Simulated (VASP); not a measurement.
OSZICAR of a VASP run on GaAs (zinc blende):

### OSZICAR
```
       N       E                     dE             d eps       ncg     rms          rms(c)
DAV:   1     0.823460521641E+02    0.82346E+02   -0.94655E+03   754   0.193E+03
DAV:   2    -0.221078946980E+01   -0.84557E+02   -0.81456E+02   844   0.328E+02
DAV:   3    -0.823553735924E+01   -0.60247E+01   -0.59968E+01   939   0.757E+01
DAV:   4    -0.833029968931E+01   -0.94762E-01   -0.94737E-01   871   0.105E+01
DAV:   5    -0.833195438592E+01   -0.16547E-02   -0.16546E-02   899   0.125E+00    0.309E+00
DAV:   6    -0.818160340798E+01    0.15035E+00   -0.25948E-01  1176   0.103E+01    0.188E+00
DAV:   7    -0.815840006131E+01    0.23203E-01   -0.84768E-02  1073   0.247E+00    0.574E-01
DAV:   8    -0.815897793111E+01   -0.57787E-03   -0.10979E-02   849   0.152E+00    0.123E-01
DAV:   9    -0.815935719392E+01   -0.37926E-03   -0.11080E-03   912   0.461E-01    0.497E-02
DAV:  10    -0.815941804135E+01   -0.60847E-04   -0.87894E-05  1018   0.122E-01    0.273E-02
DAV:  11    -0.815946505043E+01   -0.47009E-04   -0.72869E-05   824   0.770E-02    0.317E-03
DAV:  12    -0.815946533127E+01   -0.28084E-06   -0.13887E-06   920   0.199E-02    0.143E-03
DAV:  13    -0.815946566443E+01   -0.33316E-06   -0.59800E-07   844   0.703E-03    0.754E-04
DAV:  14    -0.815946562828E+01    0.36147E-07   -0.22921E-08   527   0.211E-03
   1 F= -.90466872E+01 E0= -.90466872E+01  d E =-.639554E-13
```

Q: Which electronic solver shows in the log?

A: It is blocked Davidson (ALGO = Normal, or the opening steps of other solvers). The INCAR had ALGO = Normal.

Q: Can the final energy be trusted as converged?

A: The calculation finished and met its thresholds. It stopped with EDIFF = 1E-7, NELM = 100 (PBE GGA with D4 dispersion, plane waves, VASP's PBE PAW potentials (set 64)).

The compound is GaAs in the zinc blende structure. This cell is one point of a volume scan, at 0.94 of the reference volume.
